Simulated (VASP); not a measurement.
```yaml
crystal:
  lattice:
    - [0.00000, 2.10500, 2.10500]
    - [2.10500, 0.00000, 2.10500]
    - [2.10500, 2.10500, 0.00000]
  atoms:
    - { symbol: Mg, position: [0.00000, 0.00000, 0.00000] }
    - { symbol: O, position: [0.50000, 0.50000, 0.50000] }
```

These are G0W0 on PBE orbitals, VASP's PBE PAW potentials (set 64) (plane waves; VASP) values and carry that method's errors. Numerical set-up: PREC = Normal, 500 eV cut-off, 4×4×4 Γ-centred mesh, Gaussian smearing of 0.010 eV, potentials Mg_sv_GW O_GW_new.

The mesh is coarse and the basis finite, so the quasiparticle values are not converged.

NBANDS = 100, ENCUTGW = 150 eV, NOMEGA = 64. The PBE levels (eV) that the step starts from are:

| state | KS energy | filling |
|---|---|---|
| k1 (0.00, 0.00, 0.00), band 5 | -12.84 | 2 |
| k1 (0.00, 0.00, 0.00), band 6 | 4.42 | 2 |
| k1 (0.00, 0.00, 0.00), band 7 | 4.42 | 2 |
| k1 (0.00, 0.00, 0.00), band 8 | 4.42 | 2 |
| k1 (0.00, 0.00, 0.00), band 9 | 9.16 | 0 |
| k1 (0.00, 0.00, 0.00), band 10 | 20.22 | 0 |
| k1 (0.00, 0.00, 0.00), band 11 | 20.22 | 0 |
| k1 (0.00, 0.00, 0.00), band 12 | 20.22 | 0 |
| k4 (0.25, 0.25, 0.00), band 5 | -12.08 | 2 |
| k4 (0.25, 0.25, 0.00), band 6 | 1.78 | 2 |
| k4 (0.25, 0.25, 0.00), band 7 | 3.68 | 2 |
| k4 (0.25, 0.25, 0.00), band 8 | 3.68 | 2 |
| k4 (0.25, 0.25, 0.00), band 9 | 12.50 | 0 |
| k4 (0.25, 0.25, 0.00), band 10 | 15.58 | 0 |
| k4 (0.25, 0.25, 0.00), band 11 | 19.95 | 0 |
| k4 (0.25, 0.25, 0.00), band 12 | 21.91 | 0 |
| k7 (0.50, 0.50, 0.00), band 5 | -11.30 | 2 |
| k7 (0.50, 0.50, 0.00), band 6 | 0.35 | 2 |
| k7 (0.50, 0.50, 0.00), band 7 | 3.07 | 2 |
| k7 (0.50, 0.50, 0.00), band 8 | 3.07 | 2 |
| k7 (0.50, 0.50, 0.00), band 9 | 13.53 | 0 |
| k7 (0.50, 0.50, 0.00), band 10 | 14.41 | 0 |
| k7 (0.50, 0.50, 0.00), band 11 | 17.54 | 0 |
| k7 (0.50, 0.50, 0.00), band 12 | 23.44 | 0 |

Problem. Give the quasiparticle energies and renormalisation factors Z.

Solution. 
| state | QP energy (eV) | Z |
|---|---|---|
| k1 (0.00, 0.00, 0.00), band 5 | -15.26 | 0.74 |
| k1 (0.00, 0.00, 0.00), band 6 | 3.01 | 0.79 |
| k1 (0.00, 0.00, 0.00), band 7 | 3.01 | 0.79 |
| k1 (0.00, 0.00, 0.00), band 8 | 3.01 | 0.79 |
| k1 (0.00, 0.00, 0.00), band 9 | 10.22 | 0.84 |
| k1 (0.00, 0.00, 0.00), band 10 | 21.26 | 0.83 |
| k1 (0.00, 0.00, 0.00), band 11 | 21.26 | 0.83 |
| k1 (0.00, 0.00, 0.00), band 12 | 21.26 | 0.83 |
| k4 (0.25, 0.25, 0.00), band 5 | -14.46 | 0.74 |
| k4 (0.25, 0.25, 0.00), band 6 | 0.06 | 0.78 |
| k4 (0.25, 0.25, 0.00), band 7 | 2.15 | 0.78 |
| k4 (0.25, 0.25, 0.00), band 8 | 2.15 | 0.78 |
| k4 (0.25, 0.25, 0.00), band 9 | 13.87 | 0.82 |
| k4 (0.25, 0.25, 0.00), band 10 | 16.42 | 0.84 |
| k4 (0.25, 0.25, 0.00), band 11 | 21.29 | 0.83 |
| k4 (0.25, 0.25, 0.00), band 12 | 23.28 | 0.81 |
| k7 (0.50, 0.50, 0.00), band 5 | -13.64 | 0.75 |
| k7 (0.50, 0.50, 0.00), band 6 | -1.60 | 0.77 |
| k7 (0.50, 0.50, 0.00), band 7 | 1.44 | 0.78 |
| k7 (0.50, 0.50, 0.00), band 8 | 1.44 | 0.78 |
| k7 (0.50, 0.50, 0.00), band 9 | 14.32 | 0.85 |
| k7 (0.50, 0.50, 0.00), band 10 | 15.58 | 0.84 |
| k7 (0.50, 0.50, 0.00), band 11 | 19.25 | 0.79 |
| k7 (0.50, 0.50, 0.00), band 12 | 25.08 | 0.79 |
On the mesh the gap opens from 4.74 to 7.21 eV.

The compound is MgO in the rock salt structure. The cell was not relaxed at this level. The k-mesh is coarse (spacing up to 0.65 per Å, 2π included), so the numbers may not be converged in it.
